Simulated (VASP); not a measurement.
Output of a VASP run:

OSZICAR:
```
       N       E                     dE             d eps       ncg     rms          rms(c)
DAV:   1     0.121842867157E+03    0.12184E+03   -0.94094E+03  2048   0.131E+03
DAV:   2    -0.574924813625E+01   -0.12759E+03   -0.12223E+03  2220   0.346E+02
DAV:   3    -0.827670416057E+01   -0.25275E+01   -0.24560E+01  2396   0.496E+01
DAV:   4    -0.830739233071E+01   -0.30688E-01   -0.30673E-01  2364   0.537E+00
DAV:   5    -0.830817074200E+01   -0.77841E-03   -0.77838E-03  2556   0.753E-01    0.834E+00
DAV:   6    -0.797610002107E+01    0.33207E+00   -0.26670E+00  2128   0.182E+01    0.207E+00
DAV:   7    -0.790249006201E+01    0.73610E-01   -0.30354E-01  2116   0.629E+00    0.162E+00
DAV:   8    -0.789446250021E+01    0.80276E-02   -0.27402E-02  2168   0.184E+00    0.154E-01
DAV:   9    -0.789467862684E+01   -0.21613E-03   -0.46455E-04  2580   0.226E-01    0.916E-02
DAV:  10    -0.789475506665E+01   -0.76440E-04   -0.14855E-04  2100   0.163E-01    0.101E-02
DAV:  11    -0.789475575256E+01   -0.68591E-06   -0.35168E-06  2784   0.212E-02    0.537E-03
DAV:  12    -0.789475524418E+01    0.50838E-06   -0.11977E-06  2096   0.140E-02    0.534E-04
DAV:  13    -0.789475528623E+01   -0.42049E-07   -0.21824E-08  1140   0.161E-03
   1 F= -.78947553E+01 E0= -.78949447E+01  d E =0.568179E-03
```

**OUTCAR**
```
------------------------ aborting loop because EDIFF is reached ----------------------------------------
  FORCE on cell =-STRESS in cart. coord.  units (eV):
  Direction    XX          YY          ZZ          XY          YZ          ZX
  --------------------------------------------------------------------------------------
  Total       -1.7263765     -1.7263765     -1.7263765      0.0000000      0.0000000     -0.0000000
  in kB      -91.3451866    -91.3451866    -91.3451866      0.0000000      0.0000000     -0.0000000
  external PRESSURE =     -91.3451866 kB  Pullay stress =       0.0000000 kB
  volume of cell :       30.28
      direct lattice vectors                 reciprocal lattice vectors
     3.116880454  0.000000000  0.000000000     0.320833607  0.000000000  0.000000000
     0.000000000  3.116880454  0.000000000     0.000000000  0.320833607  0.000000000
     0.000000000  0.000000000  3.116880454     0.000000000  0.000000000  0.320833607
 POSITION                                       TOTAL-FORCE (eV/Angst)
 -----------------------------------------------------------------------------------
      1.55844      1.55844      1.55844         0.000000      0.000000      0.000000
      0.00000      0.00000      0.00000         0.000000      0.000000      0.000000
 -----------------------------------------------------------------------------------
    total drift:                                0.000000      0.000000      0.000000
  FREE ENERGIE OF THE ION-ELECTRON SYSTEM (eV)
  ---------------------------------------------------
  free  energy   TOTEN  =        -7.8947552862 eV

  energy  without entropy=       -7.8953234651  energy(sigma->0) =       -7.89494468
```
(Selected blocks of OUTCAR.)

**POSCAR**
```
RuAl
1
    3.1168804545     0.0000000000     0.0000000000
    0.0000000000     3.1168804545     0.0000000000
    0.0000000000     0.0000000000     3.1168804545
Al Ru
1 1
Direct
  0.5000000000   0.5000000000   0.5000000000
  0.0000000000   0.0000000000   0.0000000000
```

Q: Write an INCAR and KPOINTS that could have produced this output.

A: Several could match; the one computed here: the input of the run itself, vdW-DF2, plane waves, VASP's PBE PAW potentials (set 64).

**INCAR**
```
! general
SYSTEM    =  RuAl
PREC      =  Accurate
ENCUT     =  520
LREAL     =  .FALSE.
LASPH     =  .TRUE.

! electronic loop
EDIFF     =  1E-7
NELM      =  100
ALGO      =  Normal
LMAXMIX   =  4

! smearing
ISMEAR    =  1
SIGMA     =  0.1

! functional
GGA       =  ML
LUSE_VDW  =  .TRUE.
AGGAC     =  0.0
ZAB_VDW   =  -1.8867

! ions
ISIF      =  2

! output
LWAVE     =  .FALSE.
LCHARG    =  .FALSE.
```

**KPOINTS**
```
kpoints
0
gamma
12 12 12
0 0 0
```

POTCAR, in this order: Al Ru_pv (PBE.64 set). Program: vasp_std.

The compound is RuAl in the CsCl type structure. This cell is one point of a volume scan, at 1.06 of the reference volume. The electron count is odd and the run is not spin-polarised, which forces a metal.
